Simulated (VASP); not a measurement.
Data:

```xyz
2
Lattice="2.8300 0.0000 0.0000 0.0000 2.8300 0.0000 0.0000 0.0000 4.0700" Properties=species:S:1:pos:R:3 pbc="T T T"
Ti     0.0000     0.0000     0.0000
Al     1.4150     1.4150     2.0350
```

Calculation: optB86b-vdW, VASP's PBE PAW potentials (set 64) (plane waves; VASP). Numerical set-up: 520 eV cut-off, 12×12×8 Γ-centred mesh, first-order Methfessel-Paxton smearing of 0.10 eV, potentials Ti_sv Al.

Q: The ions, cell shape and volume are relaxed. Give the cell that the relaxation ends in.

A: 
```xyz
2
Lattice="2.8122 0.0000 0.0000 0.0000 2.8122 0.0000 0.0000 0.0000 4.0464" Properties=species:S:1:pos:R:3 pbc="T T T"
Ti     0.0000     0.0000     0.0000
Al     1.4061     1.4061     2.0232
```
Space group P4/mmm (123), at a tolerance of 0.03 Å.

Q: How do energy and volume change from the first to the last step?

A: The energy (σ→0) changes by -2.1 meV/atom and the volume by -1.8 %, in 4 ionic steps.

```tsv
step	E(σ→0) (eV)	max force (eV/Å)	pressure (GPa)	volume (Å³)
1	-8.3730	0.000	-2.12	32.60
2	-8.3753	0.000	1.50	31.59
3	-8.3771	0.000	0.04	31.99
4	-8.3771	0.000	0.00	32.00
```

The compound is TiAl in the L1_0 structure. This run relaxes it. Symmetry was kept, so distortions that lower it aren't found. The electron count is odd and the run is not spin-polarised, which forces a metal.
